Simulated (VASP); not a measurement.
Crystal: FCClBr2, in a box.

```xyz
5
Lattice="12.0000 0.0000 0.0000 0.0000 12.0000 0.0000 0.0000 0.0000 12.0000" Properties=species:S:1:pos:R:3 pbc="T T T"
F     7.0944    4.8551    6.3176
C     5.9497    5.4962    6.0926
Cl    4.9316    5.3516    7.5115
Br    5.0931    4.6867    4.5565
Br    6.3562    7.3552    5.7350
```

Base run:

| Quantity | Value |
| --- | --- |
| Program | VASP 6.6.1 |
| Functional | PBE |
| Potentials or basis | VASP PAW PBE potentials, release 64 (F, C, Cl, Br) |
| Cutoff | 520 eV |
| k mesh | 1 × 1 × 1 |
| Occupations | gaussian, width 0.01 eV |
| Spin | no spin polarisation |

Its results: gap between the frontier levels 4.13 eV; largest force 1.233 eV/Å.

Problem. The run is repeated on the same cell with these changes: functional from PBE to PBE0; potentials or basis from VASP PAW PBE potentials, release 64 (F, C, Cl, Br) to VASP PAW PBE potentials, release 64 (F_s, C_s, Cl, Br); cutoff from 520 eV to 400 eV. What comes out?

Solution. Gap between the frontier levels 6.39 eV; largest force 1.826 eV/Å.

Caveats: the PAW data sets were made with another functional, which shifts forces and pressure a little (some runs).

A k mesh can miss the band edges.

Not every run made on this cell is shown here.
